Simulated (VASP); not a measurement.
A run of VASP 6.6.1:

INCAR

```
SYSTEM = HfZrS3
  ALGO = Normal
  EDIFF = 1E-7
  ENCUT = 520
  GGA = PE
  ISIF = 2
  ISMEAR = 0
  LASPH = .TRUE.
  LCHARG = .FALSE.
  LREAL = .FALSE.
  LWAVE = .FALSE.
  NBANDS = 28
  NELM = 100
  PREC = Accurate
  SIGMA = 0.1
```

KPOINTS

```
k-points
0
G
  4 4 4
  0 0 0
```

POSCAR

```
HfZrS3
1.0
    3.3964192004      0.0000000000      0.0000000000
    0.0000000000      3.3964192004      0.0000000000
    0.0000000000      0.0000000000      9.6162782646
Zr Hf S
1 1 3
Direct
    0.5000000000      0.5000000000      0.0000000000
    0.5000000000      0.5000000000      0.5000000000
    0.0000000000      0.0000000000      0.8512776088
    0.0000000000      0.0000000000      0.1487223912
    0.0000000000      0.0000000000      0.5000000000
```

Potentials or basis: VASP PAW PBE potentials, release 64 (Zr_sv, Hf_pv, S).

Launch:

```bash
$ cat potpaw_PBE.64/Zr_sv/POTCAR potpaw_PBE.64/Hf_pv/POTCAR potpaw_PBE.64/S/POTCAR > POTCAR
$ mpirun -np 1 vasp_std > vasp.out
```

Hardware: 1 thread of AMD EPYC 7R13 Processor (Zen 3), on a shared host.

Task: Estimate the wall time of this run.

Result: It took 54 s on 1 thread of AMD EPYC 7R13 Processor (Zen 3) (shared host), peak memory 0.22 GiB. Counts: scf iterations 18, k points 18.
